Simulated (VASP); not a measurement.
Level of theory: PBEsol GGA, VASP's PBE PAW potentials (set 64) (plane waves; VASP).

A VASP calculation is set up with these files.

### POSCAR
```
InP
1
    0.0000000000     2.9387746877     2.9387746877
    2.9387746877     0.0000000000     2.9387746877
    2.9387746877     2.9387746877     0.0000000000
In P
1 1
Direct
  0.0000000000   0.0000000000   0.0000000000
  0.2500000000   0.2500000000   0.2500000000
```

File KPOINTS:
```
k-points along high-symmetry lines
15
Line-mode
Reciprocal
  0.000000   0.000000   0.000000 ! GAMMA
 -0.500000  -0.500000   0.000000 ! X

 -0.500000  -0.500000   0.000000 ! X
 -0.375000  -0.375000   0.250000 ! U

 -0.375000  -0.000000   0.375000 ! K
  0.000000   0.000000   0.000000 ! GAMMA

  0.000000   0.000000   0.000000 ! GAMMA
 -0.000000  -0.000000   0.500000 ! L

 -0.000000  -0.000000   0.500000 ! L
 -0.500000  -0.250000   0.250000 ! W

 -0.500000  -0.250000   0.250000 ! W
 -0.500000  -0.500000   0.000000 ! X
```

### INCAR
```
ALGO  =  Normal
EDIFF  =  1E-7
ENCUT  =  400
GGA  =  PS
ICHARG  =  11
ISMEAR  =  0
LASPH  =  .TRUE.
LCHARG  =  .FALSE.
LMAXMIX  =  4
LORBIT  =  11
LREAL  =  .FALSE.
LWAVE  =  .FALSE.
NELM  =  100
PREC  =  Accurate
SIGMA  =  0.05
SYSTEM  =  InP
```

POTCAR, in this order: In_d P (PBE.64 set). Program: vasp_std. Read from the step before: CHGCAR.

Output

**OUTCAR**
```
 ion  position               nearest neighbor table
   1  0.000  0.000  0.000-   2 2.55   2 2.55   2 2.55   2 2.55
   2  0.250  0.250  0.250-   1 2.55   1 2.55   1 2.55   1 2.55
  LATTYP: Found a face centered cubic cell.
 ALAT       =     5.8775493754
 Subroutine PRICEL returns:
 Original cell was already a primitive cell.
 Subroutine GETGRP returns: Found 24 space group operations
The static configuration has the point symmetry T_d .
The dynamic configuration has the point symmetry T_d .
 Subroutine INISYM returns: Found 24 space group operations
   k-points           NKPTS =     90   k-points in BZ     NKDIM =     90   number of bands    NBANDS=     13
   number of dos      NEDOS =    301   number of ions     NIONS =      2
   total plane-waves  NPLWV =  21952
   dimension x,y,z NGX =    28 NGY =   28 NGZ =   28
   dimension x,y,z NGXF=    56 NGYF=   56 NGZF=   56
   ions per type =               1   1
   PREC   = accura    normal or accurate (medium, high low for compatibility)
   ISTART =      0    job   : 0-new  1-cont  2-samecut
   ICHARG =     11    charge: 1-file 2-atom 10-const
   ISPIN  =      1    spin polarized calculation?
   LNONCOLLINEAR =      F non collinear calculations
   LSORBIT =      F    spin-orbit coupling
   INIWAV =      1    electr: 0-lowe 1-rand  2-diag
   ENCUT  =  400.0 eV  29.40 Ry    5.42 a.u.   6.78  6.78  6.78*2*pi/ulx,y,z
...
```

File OSZICAR:
```
       N       E                     dE             d eps       ncg     rms          rms(c)
DAV:   1     0.104294450158E+03    0.10429E+03   -0.75530E+03  2340   0.129E+03
DAV:   2    -0.228299461989E+00   -0.10452E+03   -0.10151E+03  2435   0.301E+02
DAV:   3    -0.770775113553E+01   -0.74795E+01   -0.73412E+01  3090   0.863E+01
DAV:   4    -0.790053788302E+01   -0.19279E+00   -0.19266E+00  2882   0.153E+01
DAV:   5    -0.790860738515E+01   -0.80695E-02   -0.80692E-02  3421   0.262E+00
DAV:   6    -0.790880123582E+01   -0.19385E-03   -0.19385E-03  3067   0.365E-01
DAV:   7    -0.790880639722E+01   -0.51614E-05   -0.51614E-05  3414   0.597E-02
DAV:   8    -0.790880647528E+01   -0.78059E-07   -0.78043E-07  2809   0.758E-03
   1 F= -.79088065E+01 E0= -.79088065E+01  d E =-.272021E-16
```

OUTCAR:
```
 val. band max:        4.9993755770   @ k =   0.0000   0.0000   0.0000

 cond. band min:       5.5689732218   @ k =   0.0000   0.0000   0.0000



 k-point     1 :       0.0000    0.0000    0.0000
  band No.  band energies     occupation
      1      -9.1321      2.00000
      2      -9.1321      2.00000
      3      -9.1321      2.00000
      4      -8.9817      2.00000
      5      -8.9817      2.00000
      6      -6.4906      2.00000
      7       4.9994      2.00000
      8       4.9994      2.00000
      9       4.9994      2.00000
     10       5.5690      0.00000
     11       9.0159      0.00000
     12       9.0159      0.00000
     13       9.0159      0.00000

 k-point     2 :      -0.0357   -0.0357    0.0000
  band No.  band energies     occupation
      1      -9.1350      2.00000
      2      -9.1308      2.00000
      3      -9.1308      2.00000
      4      -8.9821      2.00000
      5      -8.9812      2.00000
      6      -6.4710      2.00000
      7       4.6813      2.00000
      8       4.9485      2.00000
      9       4.9485      2.00000
     10       5.8850      0.00000
     11       8.9464      0.00000
     12       9.0841      0.00000
     13       9.0841      0.00000

 k-point     3 :      -0.0714   -0.0714    0.0000
  band No.  band energies     occupation
      1      -9.1434      2.00000
      2      -9.1272      2.00000
      3      -9.1272      2.00000
      4      -8.9836      2.00000
      5      -8.9799      2.00000
      6      -6.4125      2.00000
      7       4.1856      2.00000
      8       4.8068      2.00000
      9       4.8068      2.00000
     10       6.3713      0.00000
     11       8.7591      0.00000
     12       9.2778      0.00000
     13       9.2778      0.00000

 k-point     4 :      -0.1071   -0.1071    0.0000
  band No.  band energies     occupation
      1      -9.1566      2.00000
      2      -9.1213      2.00000
      3      -9.1213      2.00000
      4      -8.9861      2.00000
...
```

The density is held fixed in this step, so its total energy and stress have no physical meaning. Unless said otherwise, spin-orbit coupling is left out, though it shifts the bands of the heavy elements here.

The compound is InP in the zinc blende structure. It was relaxed first.
